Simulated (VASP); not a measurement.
Given:

```xyz
5
Lattice="2.2581 1.3037 10.9911 -2.2581 1.3037 10.9911 0.0000 -2.6074 10.9911" Properties=species:S:1:pos:R:3 pbc="T T T"
Bi     0.0000     0.0000    19.8886
Bi     0.0000     0.0000    13.0848
Te     0.0000     0.0000    25.8245
Te     0.0000     0.0000     7.1489
Te     0.0000     0.0000     0.0000
```

The numbers are results of PBE GGA, VASP's PBE PAW potentials (set 64) (plane waves; VASP 6.6.1), not measurements. Numerical set-up: 300 eV cut-off, 4×4×4 Γ-centred mesh, Fermi-Dirac smearing of 0.020 eV, potentials Bi_d Te.

At this cut-off the stress carries a Pulay error, which pulls relaxed volumes low. Unless said otherwise, spin-orbit coupling is left out, though it shifts the bands of the heavy elements here.

Q: What does the run give for the energy per atom (σ→0), pressure, largest force, band gap (on the k-mesh) with the smallest direct gap where there is one?

A: 
- band gap (on the k-mesh): 0.59 eV
- smallest direct gap (on the k-mesh): 0.59 eV
- energy per atom (σ→0): -3667 meV/atom
- pressure: -2.20 GPa
- largest force: 0.322 eV/Å

The absolute energy has meaning only against runs of the same code, potentials and settings.

The structure comes from a computed database's Bi2Te3 entry; how it stands against other phases isn't given here. The cell was not relaxed at this level.
